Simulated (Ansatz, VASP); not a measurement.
# Two plane-wave programs on Ga3SbAs2

```
Ga Sb As
1.0
     4.17765    0.00000    0.00000
    -2.08882    3.61795    0.00000
     0.00000    0.00000   10.23895
Ga Sb As
3 1 2
Direct
  0.00000 0.00000 0.01371
  0.66667 0.33333 0.33304
  0.33333 0.66667 0.65413
  0.33333 0.66667 0.91622
  0.00000 0.00000 0.25609
  0.66667 0.33333 0.57681
```

Alike in both runs: task single point; functional PBE; k mesh 6 × 6 × 2; occupations gaussian, width 0.1 eV; no spin polarisation.

|  | VASP | Ansatz |
| --- | --- | --- |
| version | VASP 6.6.1 | Ansatz 0.2.0 |
| potentials or method | VASP PAW PBE potentials, release 64 (Ga_d, Sb, As) | scalar-relativistic, plane waves, PAW |
| plane-wave cutoff (eV) | 520 | 420 |
| valence electrons in the cell | 54 | 84 |

```csv
,VASP,Ansatz,Ansatz less VASP
gap on the k mesh at the Fermi level (eV),none,none,-
pressure (GPa),0.2,0.1,-0.13
largest component of the traceless stress (GPa),0.11,0.11,+0.003
rms of the force components (eV/Å),0.014,0.015,+0.0006
```

Atom by atom the forces differ by 0.001 eV/Å (rms over components). A gap of «none» marks a metal or a gap that the smearing closes. The two sets of potentials don't hold the same shells in valence.

Spin-orbit coupling is left out, which matters for the levels of Sb.
